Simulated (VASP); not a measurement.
**BN (space group R3m): computed properties**

The numbers are results of r2SCAN meta-GGA, VASP's PBE PAW potentials (set 64) (plane waves; VASP), not measurements.

```yaml
space_group: R3m (160)
cell: a = 2.502 Å, b = 2.502 Å, c = 10.119 Å, α = 90.00°, β = 90.00°, γ = 120.00°
volume_per_atom: 9.14 Å^3/atom
band gap (over mesh and band path): 4.78 eV
smallest direct gap (over mesh and band path): 5.41 eV
density: 2.25 g/cm³
mean ε∞ (independent particles): 3.82
```

```
CELL_PARAMETERS angstrom
      1.25112     0.72233     3.37293
     -1.25112     0.72233     3.37293
      0.00000    -1.44467     3.37293
ATOMIC_POSITIONS crystal
  B  0.99967 0.99967 0.99967
  N  0.33276 0.33276 0.33276
```

The structure comes from a computed database's BN entry (R3m); how it stands against other phases isn't given here. The cell was not relaxed at this level.
